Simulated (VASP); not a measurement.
Consider the following.

```xyz
2
Lattice="0.0000 3.5139 3.5139 3.5139 0.0000 3.5139 3.5139 3.5139 0.0000" Properties=species:S:1:pos:R:3 pbc="T T T"
Rb     0.0000     0.0000     0.0000
Br     3.5139     3.5139     3.5139
```
Cell charge -0.1.

Calculation: PBE GGA, VASP's PBE PAW potentials (set 64) (plane waves; VASP). Settings: NELECT = 16.1, 400 eV cut-off, 6×6×6 Γ-centred mesh, Gaussian smearing of 0.050 eV, potentials Rb_sv Br.

The cell is charged, with a uniform compensating background.

Task: What does the run give for the energy per atom (σ→0), pressure, band gap (on the k-mesh) with the smallest direct gap where there is one?

Result: 
| Property | Result |
|---|---|
| band gap (on the k-mesh) | none (metal, semimetal or under 0.01 eV) |
| energy per atom (σ→0) | -2.926 eV/atom |
| pressure | 1.10 GPa |

The compound is RbBr in the rock salt structure. The cell was not relaxed at this level. The run is one of a series of settings (NELECT = 16.1 against the base run), some of them coarse on purpose.
